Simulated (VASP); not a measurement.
```
AlAs
1.0
    0.00000     2.86511     2.86511
    2.86511     0.00000     2.86511
    2.86511     2.86511     0.00000
Al As
1 1
Cartesian
  0.00000   0.00000   0.00000
  1.43255   1.43255   1.43255
```

Level of theory: PW91 GGA, VASP's PBE PAW potentials (set 64) (plane waves; VASP). Numerical set-up: 520 eV cut-off, 7×7×7 Γ-centred mesh, Gaussian smearing of 0.050 eV, potentials Al As.

Task: Estimate the energy per atom (σ→0).

Result: 
| Property | Value |
|---|---|
| energy per atom (σ→0) | -4.712 eV/atom |

Total energies compare only between runs with the same potentials, cut-off and functional.

The compound is AlAs in the zinc blende structure. It was relaxed first. The start is the result of an earlier pass.
